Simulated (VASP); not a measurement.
The input files of a VASP run:

**INCAR**
```
SYSTEM = NiN
PREC = Accurate
ENCUT = 520
EDIFF = 1E-6
NELM = 100
ALGO = Normal
LREAL = .FALSE.
LASPH = .TRUE.
ISMEAR = 0
SIGMA = 0.05
GGA = PE
LMAXMIX = 4
ISPIN = 2
MAGMOM = 2.0 2.0 0.0 0.0
LORBIT = 10
LWAVE = .FALSE.
LCHARG = .FALSE.
ISIF = 2
LDAU = .TRUE.
LDAUTYPE = 2
LDAUL = 2 -1
LDAUU = 5.0 0
LDAUJ = 0 0
LDAUPRINT = 1
```

File POSCAR:
```
NiN
1
    3.4808690000     0.0000000000     0.0000000000
   -1.7404350000     3.0145210000     0.0000000000
    0.0000000000     0.0000000000     4.8514790000
Ni N
2 2
Direct
  0.0000000000   0.0000000000   0.0000000000
  0.0000000000   0.0000000000   0.5000000000
  0.3333330000   0.6666670000   0.2500000000
  0.6666670000   0.3333330000   0.7500000000
```

**KPOINTS**
```
Automatic mesh
0
Gamma
7 7 4
0 0 0
```

POTCAR, in this order: Ni N (PBE.64 set). Program: vasp_std.

Question: Translate this PBE+U calculation to Ansatz.

Answer: One equivalent input (not run):
Ansatz 0.2 input:
```yaml
crystal:
  lattice:
    - [3.4808690, 0.0000000, 0.0000000]
    - [-1.7404350, 3.0145210, 0.0000000]
    - [0.0000000, 0.0000000, 4.8514790]
  atoms:
    - { symbol: Ni, position: [0.0000000, 0.0000000, 0.0000000], spin: 2 }
    - { symbol: Ni, position: [0.0000000, 0.0000000, 0.5000000], spin: 2 }
    - { symbol: N, position: [0.3333330, 0.6666670, 0.2500000] }
    - { symbol: N, position: [0.6666670, 0.3333330, 0.7500000] }
kpoints:
  mp_grid: { grid: [7, 7, 4] }
hamiltonian:
  xc: pbe
  pseudopotentials: { kind: paw }
  hubbard:
    sites:
      - { species: Ni, l: d, u_eff: 5 }
magnetization: { spin_polarized: true }
scf:
  occupations: { method: gaussian, width: 0.05 }
  max_iter: 100
output: { forces: true, stress: true, eigenvalues: true }
```
The two are equivalent in intent, not identical: each code has its own PAW files, so the cut-off isn't converted (ENCUT is set for VASP's; basis.ecutwfc is left out, and Ansatz then takes the one that its files recommend); Ansatz stops its SCF on the density residual and VASP on the energy change (EDIFF); the +U projectors differ, so the same U acts differently.

The structure was generated: NiN was put into the NiAs type (P6_3/mmc), which need not be its known phase. The cell was not relaxed at this level. The k-mesh is coarse (spacing up to 0.32 per Å, 2π included), so the numbers may not be converged in it. The run is one of a series of settings (LDAU = .TRUE., LDAUJ = 0 0, LDAUL = 2 -1, LDAUTYPE = 2, LDAUU = 5.0 0 against the base run), some of them coarse on purpose.
